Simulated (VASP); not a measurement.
Ti2AlC:

```
CELL_PARAMETERS angstrom
3.04000 0.00000 0.00000
-1.52000 2.63272 0.00000
0.00000 0.00000 13.59000
ATOMIC_POSITIONS crystal
Ti 0.33333 0.66667 0.08400
Ti 0.66667 0.33333 0.91600
Ti 0.66667 0.33333 0.58400
Ti 0.33333 0.66667 0.41600
Al 0.33333 0.66667 0.75000
Al 0.66667 0.33333 0.25000
C 0.00000 0.00000 0.00000
C 0.00000 0.00000 0.50000
```

The cell was built by a generator and needn't be a form met in nature.

- Program: VASP 6.6.1
- Task: relaxation of cell and atoms
- Functional: LDA
- Potentials or basis: VASP PAW LDA potentials, release 64 (Ti_sv, Al, C)
- Cutoff: 600 eV
- k mesh: 16 × 16 × 4
- Occupations: methfessel-paxton, width 0.2 eV
- Spin: no spin polarisation

At the start: pressure -4.0 GPa; volume 13.60 Å³/atom.

Question: How do energy, volume and symmetry change on relaxing?

Answer: Over 5 steps the energy falls by 4.1 meV/atom and the volume is 13.30 Å³/atom (-2.2 %); space group P6_3/mmc (No. 194, to 0.05 Å).

Step by step:
```
step  energy change (eV)  largest force (eV/Å)  pressure (GPa)  volume (Å³)
   1              0.0000                0.3268           -4.03       108.77
   2              0.0360                0.6008            6.17       103.47
   3             -0.0323                0.0263           -0.10       106.56
   4             -0.0323                0.0359           -0.03       106.52
   5             -0.0326                0.0044            0.04       106.42
```

Final structure:
```
CELL_PARAMETERS angstrom
3.01594 0.00000 0.00000
-1.50797 2.61188 0.00000
0.00000 0.00000 13.50972
ATOMIC_POSITIONS crystal
Ti 0.33333 0.66667 0.08362
Ti 0.66667 0.33333 0.91638
Ti 0.66667 0.33333 0.58362
Ti 0.33333 0.66667 0.41638
Al 0.33333 0.66667 0.75000
Al 0.66667 0.33333 0.25000
C 0.00000 0.00000 0.00000
C 0.00000 0.00000 0.50000
```
